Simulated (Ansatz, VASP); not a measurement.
**Ge (Germanium): VASP beside Ansatz**

Wanted: the spread between two codes on one cell, functional and k mesh. The cell is taken from a series of runs on this material, whose earlier steps may have relaxed, scaled, displaced or heated it; both programs get it as it stands.

Method: plane waves, with VASP 6.6.1 beside it; zone-centre phonons at PBEsol, in Ansatz 0.2.0.

### 1. Set-up

The structure is trigonal, space group R-3m (No. 166). Conventional cell: a = 4.134 Å, b = 4.134 Å, c = 9.719 Å, α = 90.00°, β = 90.00°, γ = 120.00°. Nearest to Ge lie 4 Ge at 2.47 to 2.51 Å.

### 2. VASP: zone-centre phonons, PBEsol

Second derivatives magnify differences that forces hide, and they need a tight electronic threshold.

Lines of VASP's logs that name or quote its potential files are left out, and so is its time.

INCAR reads:

```
SYSTEM = Ge
PREC = Accurate
ENCUT = 500
EDIFF = 1E-08
NELM = 120
ISMEAR = 1
SIGMA = 0.2
LREAL = .FALSE.
ALGO = Normal
GGA = PS
NBANDS = 20
LORBIT = 11
LWAVE = .FALSE.
LCHARG = .FALSE.
ISIF = 2
IBRION = 8
LASPH = .TRUE.
GGA_COMPAT = .FALSE.
KPAR = 2
```

POSCAR reads:

```
Ge
1.0
   -0.0783351916      2.8446636719      2.8446636719
    2.8446636719     -0.0783351916      2.8446636719
    2.8446636719      2.8446636719     -0.0783351916
Ge
2
Direct
    0.4981517811      0.4981517811      0.4981517811
    0.7518482189      0.7518482189      0.7518482189
```

KPOINTS reads:

```
Automatic mesh
0
Gamma
16 16 16
0 0 0
```

PAW data sets: Ge_d (PBE family, release 64).

The run is started by

```
$ mpirun -np 2 vasp_std
```

Numbers of over 12 decimals in the logs are rounded to 6 here.

What it wrote:

```text
[banner, memory and clock lines left out]
running    2 mpi-ranks, on    1 nodes
 distrk:  each k-point on    1 cores,    2 groups
 distr:  one band on    1 cores,    1 groups

 POSCAR found type information on POSCAR Ge
 POSCAR found :  1 types and       2 ions
|                                                                             |
|               ----> ADVICE to this user running VASP <----                  |
|                                                                             |
|     You enforced a specific xc type in the INCAR file but a different       |
|     [... a line on the potential file left out ...]
|     I HOPE YOU KNOW WHAT YOU ARE DOING!                                     |
|                                                                             |

 LDA part: xc-table for (Slater+PW92), standard interpolation
 POSCAR, INCAR and KPOINTS ok, starting setup
 FFT: planning ... GRIDC
 FFT: planning ... GRID_SOFT
 FFT: planning ... GRID
 WAVECAR not read
 entering main loop
       N       E                     dE             d eps       ncg     rms          rms(c)
DAV:   1     0.183030158469E+03    0.18303E+03   -0.14679E+04 17812   0.366E+03
DAV:   2     0.161152783886E+02   -0.16691E+03   -0.16266E+03 16712   0.582E+02
DAV:   3    -0.912939859997E+01   -0.25245E+02   -0.25083E+02 18864   0.145E+02
DAV:   4    -0.995153535507E+01   -0.82214E+00   -0.82157E+00 18728   0.309E+01
DAV:   5    -0.996544351997E+01   -0.13908E-01   -0.13908E-01 18812   0.440E+00    0.301E+00
DAV:   6    -0.987696249357E+01    0.88481E-01   -0.34490E-02 22132   0.243E+00    0.172E+00
DAV:   7    -0.983477145938E+01    0.42191E-01   -0.56308E-02 17676   0.251E+00    0.154E-01
DAV:   8    -0.983564886439E+01   -0.87741E-03   -0.70427E-03 18716   0.120E+00    0.531E-02
DAV:   9    -0.983576864759E+01   -0.11978E-03   -0.25680E-04 19328   0.217E-01    0.148E-02
DAV:  10    -0.983578810309E+01   -0.19455E-04   -0.26227E-05 21408   0.432E-02    0.560E-03
DAV:  11    -0.983578981297E+01   -0.17099E-05   -0.43410E-06 18876   0.218E-02    0.157E-03
DAV:  12    -0.983578978539E+01    0.27576E-07   -0.82915E-07 20836   0.151E-02    0.760E-04
DAV:  13    -0.983578983668E+01   -0.51291E-07   -0.12206E-07 22072   0.560E-03    0.356E-04
DAV:  14    -0.983578982602E+01    0.10663E-07   -0.17169E-08 11896   0.267E-03    0.894E-05
DAV:  15    -0.983578981696E+01    0.90595E-08   -0.31686E-09  9796   0.524E-04
   1 F= -.98357898E+01 E0= -.98358733E+01  d E =0.250368E-03
 Linear response reoptimize wavefunctions to high precision
DAV:   1    -0.983578981502E+01    0.19409E-08   -0.34722E-10 10212   0.233E-04
DAV:   2    -0.983578981503E+01   -0.16371E-10   -0.77894E-11  9300   0.102E-04
 Linear response DOF=           1
 Linear response progress:
  Degree of freedom:   1/  1
       N       E                     dE             d eps       ncg     rms          rms(c)
RMM:   1    -0.187020678283E+00   -0.18702E+00    0.80803E+00 54051   0.442E+01
RMM:   2    -0.194121374368E+00   -0.71007E-02   -0.12448E-02 71377   0.103E+00    0.692E-02
RMM:   3    -0.194116374178E+00    0.50002E-05   -0.87515E-04 74783   0.304E-01    0.399E-02
RMM:   4    -0.193999213426E+00    0.11716E-03   -0.56208E-05 80019   0.788E-02    0.451E-03
RMM:   5    -0.193998532034E+00    0.68139E-06   -0.44423E-06 77136   0.178E-02    0.217E-03
RMM:   6    -0.194003909330E+00   -0.53773E-05   -0.23309E-07 78486   0.498E-03    0.325E-04
RMM:   7    -0.194003197335E+00    0.71199E-06   -0.88360E-08 80774   0.158E-03    0.186E-04
RMM:   8    -0.194002346562E+00    0.85077E-06   -0.22896E-09 81927   0.569E-04    0.439E-05
RMM:   9    -0.194002254090E+00    0.92471E-07   -0.15836E-08 76063   0.245E-04    0.181E-05
RMM:  10    -0.194002410605E+00   -0.15651E-06   -0.64866E-09 82261   0.108E-04    0.642E-06
RMM:  11    -0.194002441279E+00   -0.30674E-07   -0.16419E-08 83852   0.511E-05    0.334E-06
RMM:  12    -0.194002479148E+00   -0.37869E-07   -0.66592E-09 83865   0.284E-05    0.105E-06
RMM:  13    -0.194002480236E+00   -0.10879E-08    0.38958E-09 62304   0.180E-05    0.557E-07
 first order change of Fermi-energy  -0.46551E+00
 force on displaced ion       1 direction 1 :  -9.457  -0.229  -0.229
 Linear response finished
```

OUTCAR, selected parts (step 2):

```text
ion  position               nearest neighbor table
   1  0.498  0.498  0.498-   2 2.47   2 2.51   2 2.51   2 2.51
   2  0.752  0.752  0.752-   1 2.47   1 2.51   1 2.51   1 2.51

  LATTYP: Found a trigonal (rhomboedric) cell.
 ALAT       =     4.0237245451
 COS(alpha) =     0.4722833359

 Subroutine GETGRP returns: Found 12 space group operations
 (whereof  6 operations were pure point group operations)

The static configuration has the point symmetry C_3v.
 The point group associated with its full space group is D_3d.

 Found    417 irreducible k-points:

   k-points           NKPTS =    417   k-points in BZ     NKDIM =    417   number of bands    NBANDS=     20

   dimension x,y,z NGX =    30 NGY =   30 NGZ =   30
   dimension x,y,z NGXF=    60 NGYF=   60 NGZF=   60

   ENCUT  =  500.0 eV  36.75 Ry    6.06 a.u.   7.34  7.34  7.34*2*pi/ulx,y,z

   NELECT =      28.0000    total number of electrons

 k-points in reciprocal lattice and weights: Automatic mesh
   0.00000000  0.00000000  0.00000000       0.000
   0.06250000 -0.00000000 -0.00000000       0.001
   0.12500000 -0.00000000 -0.00000000       0.001
   0.18750000  0.00000000 -0.00000000       0.001
   0.25000000 -0.00000000 -0.00000000       0.001
   0.31250000 -0.00000000 -0.00000000       0.001
   0.37500000  0.00000000 -0.00000000       0.001
   0.43750000  0.00000000 -0.00000000       0.001
   0.50000000 -0.00000000 -0.00000000       0.001
[...]
-0.43750000  0.50000000  0.43750000       0.001
   0.50000000  0.50000000  0.50000000       0.000

 average (electrostatic) potential at core
       1 -74.6569       2 -74.6569

  Total       -0.8769026     -0.8769026     -0.8769026      0.4209871      0.4209871      0.4209871
  in kB      -29.3065687    -29.3065687    -29.3065687     14.0696217     14.0696217     14.0696217
  external PRESSURE =     -29.3065687 kB  Pullay stress =       0.0000000 kB

  energy-cutoff  :      500.00
  volume of cell :       47.94
      direct lattice vectors                 reciprocal lattice vectors
    -0.078335192  2.844663672  2.844663672    -0.168669066  0.173445333  0.173445333
     2.844663672 -0.078335192  2.844663672     0.173445333 -0.168669066  0.173445333
     2.844663672  2.844663672 -0.078335192     0.173445333  0.173445333 -0.168669066

 POSITION                                       TOTAL-FORCE (eV/Angst)
 -----------------------------------------------------------------------------------
      2.79513      2.79513      2.79513         0.001065      0.001065      0.001065
      4.21861      4.21861      4.21861        -0.001065     -0.001065     -0.001065
 -----------------------------------------------------------------------------------
    total drift:                                0.000000      0.000000      0.000000

 Eigenvectors and eigenvalues of the dynamical matrix
 ----------------------------------------------------

   1 f  =    8.170052 THz    51.333954 2PiTHz  272.523616 cm-1    33.788607 meV
             X         Y         Z           dx          dy          dz
      2.795126  2.795126  2.795126     0.408248    0.408248    0.408248
      4.218614  4.218614  4.218614    -0.408248   -0.408248   -0.408248

   2 f  =    7.881585 THz    49.521459 2PiTHz  262.901375 cm-1    32.595602 meV
             X         Y         Z           dx          dy          dz
      2.795126  2.795126  2.795126     0.500000   -0.500000    0.000000
      4.218614  4.218614  4.218614    -0.500000    0.500000    0.000000

   3 f  =    7.881585 THz    49.521459 2PiTHz  262.901375 cm-1    32.595602 meV
             X         Y         Z           dx          dy          dz
      2.795126  2.795126  2.795126     0.288675    0.288675   -0.577350
      4.218614  4.218614  4.218614    -0.288675   -0.288675    0.577350

   4 f  =    0.000000 THz     0.000000 2PiTHz    0.000003 cm-1     0.000000 meV
             X         Y         Z           dx          dy          dz
      2.795126  2.795126  2.795126    -0.079671    0.702579    0.005880
      4.218614  4.218614  4.218614    -0.079671    0.702579    0.005880

   5 f/i=    0.000000 THz     0.000001 2PiTHz    0.000004 cm-1     0.000001 meV
             X         Y         Z           dx          dy          dz
      2.795126  2.795126  2.795126     0.702556    0.079594    0.008896
      4.218614  4.218614  4.218614     0.702556    0.079594    0.008896

   6 f/i=    0.000000 THz     0.000001 2PiTHz    0.000006 cm-1     0.000001 meV
             X         Y         Z           dx          dy          dz
      2.795126  2.795126  2.795126     0.008177    0.006844   -0.707026
      4.218614  4.218614  4.218614     0.008177    0.006844   -0.707026

 ELASTIC MODULI CONTR FROM IONIC RELAXATION (kBar)
 Direction    XX          YY          ZZ          XY          YZ          ZX
 --------------------------------------------------------------------------------
 XX          -1.9566     -1.8015     -1.8015     -9.7885    -14.3598    -10.3011
 YY          -1.8015     -1.9566     -1.8015    -10.3011     -9.7885    -14.3598
 ZZ          -1.8015     -1.8015     -1.9566    -14.3598    -10.3011     -9.7885
 XY          -9.7885    -10.3011    -14.3598   -152.0335    -30.7141    -30.7141
 YZ         -14.3598     -9.7885    -10.3011    -30.7141   -152.0335    -30.7141
 ZX         -10.3011    -14.3598     -9.7885    -30.7141    -30.7141   -152.0335
 --------------------------------------------------------------------------------
```

### 3. Ansatz: zone-centre phonons, PBEsol

Ansatz runs on its PAW soft_1 files.

The same cell, functional, mesh and smearing now go to Ansatz, which takes its cutoff from its data sets.

input.yaml reads:

```yaml
crystal:
  lattice:
    - [-0.0783351916, 2.8446636719, 2.8446636719]
    - [2.8446636719, -0.0783351916, 2.8446636719]
    - [2.8446636719, 2.8446636719, -0.0783351916]
  atoms:
    - { symbol: Ge, position: [0.4981517811, 0.4981517811, 0.4981517811] }
    - { symbol: Ge, position: [0.7518482189, 0.7518482189, 0.7518482189] }
kpoints:
  mp_grid: { grid: [16, 16, 16] }
hamiltonian:
  xc: pbesol
  pseudopotentials: { kind: paw, azcp: { folder: soft_1 }, xc_functional: pbe }
scf:
  occupations: { method: methfessel_paxton, width: 0.2 }
output:
  eigenvalues: true
phonons:
  method: dfpt
```

The run is started by

```
$ ansatz run input.yaml --threads 4 --pin off --max-ram 10240MiB --backend cpu --events-out ev --progress --plain --runs-dir out
```

What it wrote:

```text
Engine: ansatz 0.2.0, aarch64-unknown-linux-gnu
Pseudopotentials: kind: paw
Pseudopotential: Ge, paw, valence charge 14, recommended cutoff 420 eV (normal), soft_1/Ge.paw.azcp
Functional definition: PBEsol
  exchange = pbesol_x
  correlation = pbesol_c
Crystal: 2 atoms, lattice volume = 47.940 Å³
Basis set: ecut = 420 eV, 929 PW (Γ), exchange–correlation on 64×64×64 points (8 copies of the dense FFT grid, shifted against one another)
Bands: 18, of which v1, the nominal top of the filled ones, is band 14 counted from 1 (13 counted from 0)
Symmetry: 12 space group operations
k-points: 1098 of 4096 (irreducible under 2 space group operations, time reversal used)
Non-local potential: Ge, projectors of the file, l = 0: 2, l = 1: 2, l = 2: 3, l = 3: 1
PAW form: soft (Blöchl's): semilocal exchange-correlation on the pseudo side does not see the compensation charge
PAW frozen core: Ge, regenerated for the run's functional, and the local potential with it (the file was generated under x = pbe(κ = 0.804, μ = 0.219515), c = pbe(β = 0.066725))
PAW one-centre angular grid: Ge, 590 points (default); XC on 64 Gauss nodes
Initial density: superposition of atomic densities (chi_scale 0.1, normalization cell)
Initial wavefunctions: pseudopotential atomic-orbital guess
Functional: x = pbesol(κ = 0.804, μ = 0.123457), c = pbesol(β = 0.046)
SCF iter   1: F=—  HF=-8507.033443 eV  |F-HF|=—  |Δ(HF+E_count)|=         —  Δρ=3.27e-2  dr2=4.10e-1  ethr=3.10e-3  ⟨swp⟩=5.1  Hψ=86927  notcnv=0
preconditioner: auto → Kerker (q_TF=auto, 2.494 Å⁻¹)  [metal: Δε(μ)=0.037 eV  Ē_g=23.034 eV  σ=0.200 eV  W_gap=0.15  n_scr=14 (ndim 8)  ℏωp=28.4 eV  f_vac=0.000  D(μ)=0.05/eV (n_scr^D=0)]
SCF iter   2: F=—  HF=-8507.007832 eV  |F-HF|=—  |Δ(HF+E_count)|=   2.56e-2  S|Δr|=    0.00e0  Δρ=2.13e-2  dr2=2.05e-1  ethr=1.47e-3  ⟨swp⟩=1.0  Hψ=28548  notcnv=0
SCF iter   3: F=—  HF=-8506.968131 eV  |F-HF|=—  |Δ(HF+E_count)|=   3.97e-2  S|Δr|=    0.00e0  Δρ=3.52e-3  dr2=1.15e-2  ethr=7.32e-4  ⟨swp⟩=1.1  Hψ=19899  notcnv=0
SCF iter   4: F=—  HF=-8506.968052 eV  |F-HF|=—  |Δ(HF+E_count)|=   7.92e-5  S|Δr|=    0.00e0  Δρ=2.38e-3  dr2=4.06e-3  ethr=4.12e-5  ⟨swp⟩=2.0  Hψ=34335  notcnv=0
SCF iter   5: F=—  HF=-8506.968991 eV  |F-HF|=—  |Δ(HF+E_count)|=   9.39e-4  S|Δr|=    0.00e0  Δρ=6.09e-4  dr2=1.73e-4  ethr=1.45e-5  ⟨swp⟩=2.0  Hψ=35144  notcnv=0
SCF iter   6: F=—  HF=-8506.969081 eV  |F-HF|=—  |Δ(HF+E_count)|=   9.00e-5  S|Δr|=    0.00e0  Δρ=1.22e-4  dr2=5.21e-6  ethr=6.18e-7  ⟨swp⟩=2.0  Hψ=35186  notcnv=0
SCF iter   7: F=—  HF=-8506.969094 eV  |F-HF|=—  |Δ(HF+E_count)|=   1.26e-5  S|Δr|=    0.00e0  Δρ=2.87e-5  dr2=3.83e-7  ethr=1.86e-8  ⟨swp⟩=2.0  Hψ=35198  notcnv=0
SCF iter   8: F=—  HF=-8506.969095 eV  |F-HF|=—  |Δ(HF+E_count)|=   9.63e-7  S|Δr|=    0.00e0  Δρ=7.57e-6  dr2=4.22e-8  ethr=1.37e-9  ⟨swp⟩=2.0  Hψ=35194  notcnv=0
SCF iter   9: F=—  HF=-8506.969095 eV  |F-HF|=—  |Δ(HF+E_count)|=   4.49e-8  S|Δr|=    0.00e0  Δρ=2.85e-6  dr2=6.92e-9  ethr=1.51e-10  ⟨swp⟩=2.0  Hψ=24097  notcnv=0
SCF iter  10: F=—  HF=-8506.969095 eV  |F-HF|=—  |Δ(HF+E_count)|=   3.27e-9  S|Δr|=    0.00e0  Δρ=6.45e-7  dr2=2.65e-10  ethr=2.47e-11  ⟨swp⟩=2.0  Hψ=24176  notcnv=0
SCF iter  11: F=—  HF=-8506.969095 eV  |F-HF|=—  |Δ(HF+E_count)|=  3.75e-10  S|Δr|=    0.00e0  Δρ=2.26e-7  dr2=1.34e-11  ethr=1.00e-12  ⟨swp⟩=2.0  Hψ=24215  notcnv=0
SCF iter  12: F=-8506.969095 eV  HF=-8506.969095 eV  |F-HF|=1.82e-12  |Δ(HF+E_count)|=  2.36e-11  S|Δr|=    0.00e0  Δρ=3.50e-8  dr2=3.26e-13  ethr=1.00e-12  ⟨swp⟩=5.0  Hψ=74357  notcnv=0
SCF 1 converged in 12 iterations: F = -8506.969095 eV  dr2 = 3.26e-13
  greatest PAW one-centre occupation: 0.998 electrons in one spin orbital (limit 2), on the Ge atom at site 1 (counted from 0), in its partial waves of l = 2
DFPT response loops at Γ: preconditioner auto → Kerker (q_TF=auto, 2.494 Å⁻¹) (partly filled bands, converged f_vac=0.071); β = 1.00, the filter's whole step (`scf.mixing.beta` (0.50) is not read by the response loops under this deck's `scf.mixing.preconditioner`; to damp them name `kerker` or `kerker_dos`, under which they read `scf.mixing.beta`, and type it under 1.00, their step now; both keys bind the ground state too); Broyden in place of MSR1
SCF converged after 12 iterations
Stability not checked: this state was not tested for a lower state beside it, because cold or Methfessel-Paxton smearing, or corrected tetrahedra, fill the levels in a way that the test cannot read (fill_not_monotonic; see scf.lower_state_search)
Free energy (F): -8506.969095 eV
Harris-Foulkes:  -8506.969095 eV  (|F-HF|=1.82e-12)
Internal energy: -8506.969338 eV  (E = F + TS)
E sigma→0 (E₀):  -8506.969155 eV
Entropy (-TS):   0.000243 eV (0.122 meV/atom)
Fermi energy:    7.663125 eV
--- Per-component energies (eV) ---
  E_band       = -321.623175
  E_kinetic    = 184.312446
  E_local      = -4585.301445  (includes V_loc(G=0)·N_el)
  E_nonlocal   = 437.996595
  E_hartree    = 2176.462000
  E_xc         = -141.536404
  E_vxc        = -129.443387  (∫ρ·V_xc dr)
  E_paw        = -3944.104654  (= ΣΔE_a)
  E_vpaw       = -582.111411  (= ΣTr[D̂ρ^β])
  E_aug_tail   = 0.000033  (compensation charges beyond the density's cutoff)
  E_ewald      = -2636.633785
  E_core_change = 1.835876  (= ΣΔE_core)
  E_smearing   = 0.000243  (= −TS)
  E_closure    = -0.000000  (closes the sum)
  Σ components = -8506.969095   (vs F -8506.969095, Δ=0.00e0)
--- Band table (eV; the first three rows and the last of 1098) ---
  k-point 0: bands = [... 10 lower, -4.6933, 7.0948, 7.5786, 7.5786, 7.8690, 10.0553, 10.0553, 10.5015]
  k-point 1: bands = [... 10 lower, -4.6490, 6.2499, 7.4950, 7.7495, 8.1744, 10.1741, 10.2639, 10.5844]
  k-point 2: bands = [... 10 lower, -4.5170, 5.1265, 7.2917, 7.5204, 8.4552, 10.4693, 10.7358, 10.9982]
  k-point 1097: bands = [... 10 lower, -2.5394, 0.3316, 6.1582, 6.1582, 7.2386, 11.1761, 11.1761, 14.3564]
--- Phonons (Γ-DFPT): 1 representative perturbation + reference, on 1098 of 4096 k-points (Σ response iterations 3) ---
  k mesh reduced under 2 symmetry operations, with k and −k counted as one. Each operation leaves every solved perturbation unchanged. A smaller set is not used because it would not reduce the number of displacements times k-points to solve
  ASR residual: 6.453e-6 → 0.000e0 eV/Å²; symmetrization residual: 1.233e-12 eV/Å²
  ASR residual per site (eV/Å²): 6.45e-6 6.45e-6
  Γ frequencies (cm⁻¹): 0.00 0.00 0.00 263.83 263.83 272.76
  non-analytic LO–TO correction: not included (Born effective charges unavailable; polar crystals: no LO–TO splitting at Γ)
```

### 4. Comparison

Known differences besides the potentials themselves: the cutoff is 420 eV in Ansatz and 500 eV in VASP; Ansatz makes its cores anew for this functional, VASP keeps those of its PBE data sets. Total energies have different zeros and are not compared.

Compared:

```tsv
quantity	Ansatz	VASP	difference
optical mode 1 to 2 (cm⁻¹)	263.8	262.9	+0.35 %
optical mode 3 (cm⁻¹)	272.8	272.5	+0.09 %
```

Modes are paired by rising frequency, not by their patterns, so a pair may set unlike modes beside each other; they are those without the splitting of longitudinal modes.

### 5. Results

| Item | Value |
| --- | --- |
| r.m.s. difference of the optical zone-centre modes, each program's sorted by frequency (zone-centre phonons, PBEsol) | 0.77 cm⁻¹ |

**Reading.** The r.m.s. difference of the optical zone-centre modes, each program's sorted by frequency is 0.77 cm⁻¹ (zone-centre phonons, PBEsol). How closely two codes agree says nothing of how well the functional describes the real material.

[Lines on the potential files, build, host, timing and source positions are cut from VASP's logs without a mark.]

[Logs are printed without paths, hosts, clocks, repeated set-up lines and the standing remarks that a program may print on its own settings, such as how far it seeks lower states.]

[Hosts, paths, dates, database ids (printed as entryN), source tags and the programs' standing remarks are cut or masked in the printed files.]
